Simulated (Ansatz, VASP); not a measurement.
# Cross-check of HfO2 between VASP and Ansatz, part 3 of 3

Wanted: the spread between two codes on one cell, functional and k mesh. The cell is taken from a series of runs on this material, whose earlier steps may have relaxed, scaled, displaced or heated it; both programs get it as it stands.

VASP 6.6.1 and Ansatz 0.2.0.

So far: Set-up; Ansatz: zone-centre phonons, PBE; VASP: zone-centre phonons, PBE.

## Step 3: VASP: zone-centre phonons, PBE (continued)

Level of this step: PBE; plane waves and PAW (O, Hf_pv) (VASP).

Numbers of over 12 decimals in the logs are rounded to 6 here.

OUTCAR, selected parts (step 3):

```text
ion  position               nearest neighbor table
   1  0.000  0.500  0.689-   5 2.07   5 2.07   6 2.45   6 2.45
   2  0.500  0.000  0.811-   6 2.07   6 2.07   5 2.45   5 2.45
   3  0.500  0.000  0.311-   5 2.07   5 2.07   6 2.45   6 2.45
   4  0.000  0.500  0.189-   6 2.07   6 2.07   5 2.45   5 2.45
   5  0.500  0.500  0.500-   1 2.07   3 2.07   3 2.07   1 2.07   2 2.45   2 2.45   4 2.45   4 2.45
                             6 3.69   6 3.69   6 3.69   6 3.69   6 3.69   6 3.69   6 3.69   6 3.69
   6  0.000  0.000  0.000-   2 2.07   4 2.07   4 2.07   2 2.07   1 2.45   3 2.45   1 2.45   3 2.45
                             5 3.69   5 3.69   5 3.69   5 3.69   5 3.69   5 3.69   5 3.69   5 3.69

  LATTYP: Found a simple tetragonal cell.
 ALAT       =     3.6212165905
 C/A-ratio  =     1.4696269141

 Subroutine GETGRP returns: Found 16 space group operations
 (whereof  8 operations were pure point group operations)

The static configuration has the point symmetry D_2d.
 The point group associated with its full space group is D_4h.

 Found     45 irreducible k-points:

   k-points           NKPTS =     45   k-points in BZ     NKDIM =     45   number of bands    NBANDS=     28

   dimension x,y,z NGX =    30 NGY =   30 NGZ =   48
   dimension x,y,z NGXF=    60 NGYF=   60 NGZF=   96

   ENCUT  =  600.0 eV  44.10 Ry    6.64 a.u.   7.23  7.23 10.63*2*pi/ulx,y,z

   NELECT =      44.0000    total number of electrons

 k-points in reciprocal lattice and weights: Automatic mesh
   0.00000000  0.00000000  0.00000000       0.004
   0.12500000  0.00000000  0.00000000       0.016
   0.25000000  0.00000000  0.00000000       0.016
   0.37500000  0.00000000  0.00000000       0.016
   0.50000000  0.00000000  0.00000000       0.008
   0.12500000  0.12500000  0.00000000       0.016
   0.25000000  0.12500000  0.00000000       0.031
   0.37500000  0.12500000  0.00000000       0.031
   0.50000000  0.12500000  0.00000000       0.016
[...]
0.50000000  0.37500000  0.50000000       0.016
   0.50000000  0.50000000  0.50000000       0.004

 average (electrostatic) potential at core
       1 -70.3189       2 -70.3189       3 -70.3189       4 -70.3189       5 -38.0479
       6 -38.0479

[...]
2     0.00000     5.52214     0.00000
    3     0.00000     0.00000     4.64393

 Eigenvectors and eigenvalues of the dynamical matrix
 ----------------------------------------------------

   1 f  =   18.955028 THz   119.097954 2PiTHz  632.271678 cm-1    78.391662 meV
             X         Y         Z           dx          dy          dz
      0.000000  1.810608  3.665545     0.018740    0.020241   -0.000000
      1.810608  0.000000  4.317211    -0.018740   -0.020241   -0.000000
      1.810608  0.000000  1.656292     0.000540    0.702620    0.000000
      0.000000  1.810608  1.004626    -0.000540   -0.702620    0.000000
      1.810608  1.810608  2.660919    -0.001989   -0.074567    0.000000
      0.000000  0.000000  0.000000     0.001989    0.074567    0.000000

   2 f  =   18.955028 THz   119.097954 2PiTHz  632.271678 cm-1    78.391662 meV
             X         Y         Z           dx          dy          dz
      0.000000  1.810608  3.665545     0.702620   -0.000540    0.000000
      1.810608  0.000000  4.317211    -0.702620    0.000540    0.000000
      1.810608  0.000000  1.656292     0.020241   -0.018740   -0.000000
      0.000000  1.810608  1.004626    -0.020241    0.018740   -0.000000
      1.810608  1.810608  2.660919    -0.074567    0.001989    0.000000
      0.000000  0.000000  0.000000     0.074567   -0.001989    0.000000

   3 f  =   18.198374 THz   114.343757 2PiTHz  607.032420 cm-1    75.262394 meV
             X         Y         Z           dx          dy          dz
      0.000000  1.810608  3.665545    -0.000000    0.000000    0.500000
      1.810608  0.000000  4.317211     0.000000   -0.000000    0.500000
      1.810608  0.000000  1.656292     0.000000    0.000000   -0.500000
      0.000000  1.810608  1.004626    -0.000000   -0.000000   -0.500000
      1.810608  1.810608  2.660919    -0.000000   -0.000000   -0.000000
      0.000000  0.000000  0.000000    -0.000000    0.000000   -0.000000

   4 f  =   16.777305 THz   105.414915 2PiTHz  559.630651 cm-1    69.385326 meV
             X         Y         Z           dx          dy          dz
      0.000000  1.810608  3.665545    -0.000000   -0.000000   -0.485909
      1.810608  0.000000  4.317211     0.000000    0.000000    0.485909
      1.810608  0.000000  1.656292     0.000000    0.000000   -0.485909
      0.000000  1.810608  1.004626    -0.000000   -0.000000    0.485909
      1.810608  1.810608  2.660919     0.000000   -0.000000    0.166687
      0.000000  0.000000  0.000000     0.000000   -0.000000   -0.166687

   5 f  =   13.114449 THz    82.400515 2PiTHz  437.450938 cm-1    54.236979 meV
             X         Y         Z           dx          dy          dz
      0.000000  1.810608  3.665545    -0.098630   -0.060322   -0.000000
      1.810608  0.000000  4.317211    -0.098630   -0.060322    0.000000
      1.810608  0.000000  1.656292     0.008848    0.672447    0.000000
      0.000000  1.810608  1.004626     0.008848    0.672447   -0.000000
      1.810608  1.810608  2.660919     0.026904   -0.183428    0.000000
      0.000000  0.000000  0.000000     0.026904   -0.183428    0.000000

   6 f  =   13.114449 THz    82.400515 2PiTHz  437.450938 cm-1    54.236979 meV
             X         Y         Z           dx          dy          dz
      0.000000  1.810608  3.665545    -0.672447    0.008848   -0.000000
      1.810608  0.000000  4.317211    -0.672447    0.008848    0.000000
      1.810608  0.000000  1.656292     0.060322   -0.098630   -0.000000
      0.000000  1.810608  1.004626     0.060322   -0.098630   -0.000000
      1.810608  1.810608  2.660919     0.183428    0.026904   -0.000000
      0.000000  0.000000  0.000000     0.183428    0.026904    0.000000

   7 f  =   12.041252 THz    75.657417 2PiTHz  401.652929 cm-1    49.798594 meV
             X         Y         Z           dx          dy          dz
      0.000000  1.810608  3.665545     0.023572    0.438192   -0.000000
      1.810608  0.000000  4.317211    -0.023572   -0.438192    0.000000
      1.810608  0.000000  1.656292    -0.545979   -0.018919    0.000000
      0.000000  1.810608  1.004626     0.545979    0.018919   -0.000000
      1.810608  1.810608  2.660919     0.073909   -0.059318   -0.000000
      0.000000  0.000000  0.000000    -0.073909    0.059318    0.000000

   8 f  =   12.041252 THz    75.657417 2PiTHz  401.652929 cm-1    49.798594 meV
             X         Y         Z           dx          dy          dz
      0.000000  1.810608  3.665545    -0.018919    0.545979    0.000000
      1.810608  0.000000  4.317211     0.018919   -0.545979   -0.000000
      1.810608  0.000000  1.656292     0.438192   -0.023572   -0.000000
      0.000000  1.810608  1.004626    -0.438192    0.023572    0.000000
      1.810608  1.810608  2.660919    -0.059318   -0.073909   -0.000000
      0.000000  0.000000  0.000000     0.059318    0.073909    0.000000

   9 f  =    9.391124 THz    59.006171 2PiTHz  313.254169 cm-1    38.838549 meV
             X         Y         Z           dx          dy          dz
      0.000000  1.810608  3.665545     0.000000   -0.000000   -0.500000
      1.810608  0.000000  4.317211     0.000000    0.000000    0.500000
      1.810608  0.000000  1.656292     0.000000   -0.000000    0.500000
      0.000000  1.810608  1.004626    -0.000000   -0.000000   -0.500000
      1.810608  1.810608  2.660919    -0.000000   -0.000000   -0.000000
      0.000000  0.000000  0.000000    -0.000000    0.000000   -0.000000

  10 f  =    8.795762 THz    55.265402 2PiTHz  293.395037 cm-1    36.376332 meV
             X         Y         Z           dx          dy          dz
      0.000000  1.810608  3.665545     0.000000    0.000000   -0.460376
      1.810608  0.000000  4.317211     0.000000   -0.000000   -0.460376
      1.810608  0.000000  1.656292    -0.000000   -0.000000   -0.460376
      0.000000  1.810608  1.004626     0.000000   -0.000000   -0.460376
      1.810608  1.810608  2.660919    -0.000000    0.000000    0.275877
      0.000000  0.000000  0.000000     0.000000   -0.000000    0.275877

  11 f  =    5.811607 THz    36.515404 2PiTHz  193.854342 cm-1    24.034864 meV
             X         Y         Z           dx          dy          dz
      0.000000  1.810608  3.665545     0.000000   -0.000000    0.117866
      1.810608  0.000000  4.317211     0.000000   -0.000000   -0.117866
      1.810608  0.000000  1.656292    -0.000000    0.000000    0.117866
      0.000000  1.810608  1.004626     0.000000    0.000000   -0.117866
      1.810608  1.810608  2.660919    -0.000000   -0.000000    0.687179
      0.000000  0.000000  0.000000     0.000000    0.000000   -0.687179

  12 f  =    2.549724 THz    16.020387 2PiTHz   85.049628 cm-1    10.544805 meV
             X         Y         Z           dx          dy          dz
      0.000000  1.810608  3.665545    -0.025696   -0.090814   -0.000000
      1.810608  0.000000  4.317211     0.025696    0.090814    0.000000
      1.810608  0.000000  1.656292    -0.035178   -0.066335   -0.000000
      0.000000  1.810608  1.004626     0.035178    0.066335   -0.000000
      1.810608  1.810608  2.660919    -0.251674   -0.649704   -0.000000
      0.000000  0.000000  0.000000     0.251674    0.649704   -0.000000

  13 f  =    2.549724 THz    16.020387 2PiTHz   85.049628 cm-1    10.544805 meV
             X         Y         Z           dx          dy          dz
      0.000000  1.810608  3.665545    -0.066335    0.035178   -0.000000
      1.810608  0.000000  4.317211     0.066335   -0.035178    0.000000
      1.810608  0.000000  1.656292    -0.090814    0.025696   -0.000000
      0.000000  1.810608  1.004626     0.090814   -0.025696    0.000000
      1.810608  1.810608  2.660919    -0.649704    0.251674   -0.000000
      0.000000  0.000000  0.000000     0.649704   -0.251674   -0.000000
    [... 43 further lines ...]
      1.810608  1.810608  2.660919     0.018469   -0.195132    0.000000
      0.000000  0.000000  0.000000     0.018469   -0.195132   -0.000000

 MACROSCOPIC STATIC DIELECTRIC TENSOR IONIC CONTRIBUTION
 ------------------------------------------------------
          10.395523    -0.000000    -0.000000
          -0.000000    10.395523    -0.000000
          -0.000000    -0.000000    13.010371
 ------------------------------------------------------

 ELASTIC MODULI CONTR FROM IONIC RELAXATION (kBar)
 Direction    XX          YY          ZZ          XY          YZ          ZX
 --------------------------------------------------------------------------------
 XX        -873.4416    334.5173   -640.2208      0.0000     -0.0000      0.0000
 YY         334.5173   -873.4416   -640.2208      0.0000      0.0000      0.0000
 ZZ        -640.2208   -640.2208  -1521.1141      0.0000     -0.0000      0.0000
 XY           0.0000      0.0000      0.0000      0.0000      0.0000      0.0000
 YZ          -0.0000      0.0000     -0.0000      0.0000   -890.7742      0.0000
 ZX           0.0000      0.0000      0.0000      0.0000      0.0000   -937.9674
 --------------------------------------------------------------------------------

 PIEZOELECTRIC TENSOR IONIC CONTR  for field in x, y, z        (C/m^2)
          XX          YY          ZZ          XY          YZ          ZX
  --------------------------------------------------------------------------------
  x    -0.00000    -0.00000    -0.00000     0.00000    -0.00000     0.00000
  y     0.00000    -0.00000     0.00000     0.00000     0.00000    -0.00000
  z    -0.00000     0.00000     0.00000     0.00000    -0.00000     0.00000
```

With imaginary modes the cell is no minimum, so the ionic parts of its dielectric, piezoelectric and elastic tensors have no meaning.

## Step 4: Side by side

Known differences besides the potentials themselves: fixed occupations in Ansatz, narrow Gaussian smearing in VASP; VASP's response is taken on the typed mesh, Ansatz refines its own for the field response alone; the data sets hold 76 valence electrons in Ansatz (on its PAW soft_1 files) and 44 in VASP; the cutoff is 420 eV in Ansatz and 600 eV in VASP. Total energies have different zeros and are not compared.

Compared:

| quantity | Ansatz | VASP | difference |
| --- | --- | --- | --- |
| ε∞ xx | 5.25 | 5.20 | +0.87 % |
| ε∞ yy | 5.25 | 5.20 | +0.87 % |
| ε∞ zz | 4.64 | 4.61 | +0.74 % |
| Born charge of O1 (mean of the diagonal) (e) | -2.63 | -2.61 | -0.01 |
| Born charge of Hf5 (mean of the diagonal) (e) | 5.26 | 5.23 | +0.03 |
| optical mode 1 to 2 (imaginary, printed as negative) (cm⁻¹) | -40.2 | -41.0 | +0.9 |
| optical mode 3 to 4 (cm⁻¹) | 87.2 | 85.0 | +2.55 % |
| optical mode 5 (cm⁻¹) | 196.6 | 193.9 | +1.42 % |
| optical mode 6 (cm⁻¹) | 298.5 | 293.4 | +1.75 % |
| optical mode 7 (cm⁻¹) | 316.8 | 313.3 | +1.14 % |
| optical mode 8 to 9 (cm⁻¹) | 400.9 | 401.7 | -0.19 % |
| optical mode 10 to 11 (cm⁻¹) | 443.5 | 437.5 | +1.38 % |
| optical mode 12 (cm⁻¹) | 561.3 | 559.6 | +0.29 % |
| optical mode 13 (cm⁻¹) | 609.3 | 607.0 | +0.38 % |
| optical mode 14 to 15 (cm⁻¹) | 636.1 | 632.3 | +0.61 % |

Modes are paired by rising frequency, not by their patterns, so a pair may set unlike modes beside each other; they are those without the splitting of longitudinal modes.

## Step 5: What came out

```
r.m.s. difference of the optical zone-centre modes, each program's sorted by frequency (zone-centre phonons, PBE) : 3.4 cm⁻¹
difference in optical mode 3 to 4 (zone-centre phonons, PBE)                                                      : +2.6 %
```

What this shows: The r.m.s. difference of the optical zone-centre modes, each program's sorted by frequency is 3.4 cm⁻¹ (zone-centre phonons, PBE). The data sets hold unlike numbers of valence electrons (76 in Ansatz and 44 in VASP), so part of the differences comes from the potentials. Among the rows given in per cent, the largest difference of the zone-centre phonons, PBE pair is in optical mode 3 to 4, +2.6 %. Such differences can come from data sets, numerical settings and the points named under the comparisons, not from the functional's error against experiment.

[Lines on the potential files, build, host, timing and source positions are cut from VASP's logs without a mark.]

[Logs are printed without paths, hosts, clocks, repeated set-up lines and the standing remarks that a program may print on its own settings, such as how far it seeks lower states.]

[Hosts, paths, dates, database ids (printed as entryN), source tags and the programs' standing remarks are cut or masked in the printed files.]
